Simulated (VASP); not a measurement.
Wanted: the native input for a VASP 6.6.1 run.

| Item | Value |
| --- | --- |
| Task | relaxation of cell and atoms |
| Functional | PBE |
| Potentials or basis | VASP PAW PBE potentials, release 64 (Si, Sb, Te) |
| Cutoff | 520 eV |
| k mesh | 4 × 4 × 4 |
| Occupations | gaussian, width 0.15 eV |
| Spin | no spin polarisation |
| Further INCAR settings | PREC = Normal; LREAL = Auto; ALGO = Fast; EDIFF = 1e-05; ISYM = 0; IBRION = 2; EDIFFG = -0.03; NSW = 110; ISIF = 3 |

The structure of Si2Sb2Te lies in POSCAR:

```
Si2Sb2Te
1.0
    6.0332259100     -3.6195810800      0.1137666900
    6.0424223500      3.6352329700      0.0346945100
    0.0828336800     -0.0750870300      6.7641540100
Si Sb Te
4 4 2
Direct
    0.6823953800      0.9763375600      0.2179957500
    0.0276921600      0.3086945400      0.2144103400
    0.9850592200      0.6793610200      0.7052668300
    0.3254098800      0.0239205400      0.7046223300
    0.0527747300      0.6592447100      0.3294665100
    0.3537048800      0.9505681600      0.3350588800
    0.9735531700      0.3394982900      0.8268139100
    0.6469832700      0.0474448400      0.8362496600
    0.6909230800      0.3082513000      0.3433976800
    0.3301921400      0.6830357500      0.8587622500
```

The cell was built by a generator and needn't be a form met in nature.

These files were run (other wordings do the same):

INCAR

```
SYSTEM = Si2Sb2Te
PREC = Normal
ENCUT = 520
EDIFF = 1E-5
ISMEAR = 0
SIGMA = 0.15
LREAL = Auto
LASPH = .TRUE.
NELM = 80
ALGO = Fast
ISIF = 3
LWAVE = .FALSE.
LCHARG = .FALSE.
GGA = PE
IBRION = 2
NSW = 110
EDIFFG = -0.03
ISYM = 0
KPAR = 4
```

KPOINTS

```
regular mesh
0
G
  4 4 4
  0 0 0
```

Potentials or basis: VASP PAW PBE potentials, release 64 (Si, Sb, Te).

Command:

```bash
$ cat potpaw_PBE.64/Si/POTCAR potpaw_PBE.64/Sb/POTCAR potpaw_PBE.64/Te/POTCAR > POTCAR
$ mpirun -np 4 vasp_std > vasp.out
```

It gave:

The relaxed volume is 30.62 Å³/atom and the relaxed cell is a = 7.143 Å, b = 7.137 Å, c = 6.870 Å, α = 89.99°, β = 90.02°, γ = 60.96°. The space group after relaxing (to 0.05 Å) is P2_1 (No. 4), the energy gained by relaxing is 37.8 meV/atom and the ionic steps are 15. The pressure after relaxing is 0.0 GPa. The largest force after relaxing is 0.026 eV/Å and the band gap on the k mesh is 0.08 eV, indirect (least direct gap 0.54 eV).

Caveat: spin-orbit coupling is left out, which moves the levels of the heavy elements.

It took 2.1 min on 4 MPI ranks on Intel(R) Xeon(R) 6975P-C (Granite Rapids) (shared host), peak memory 0.38 GiB a rank.
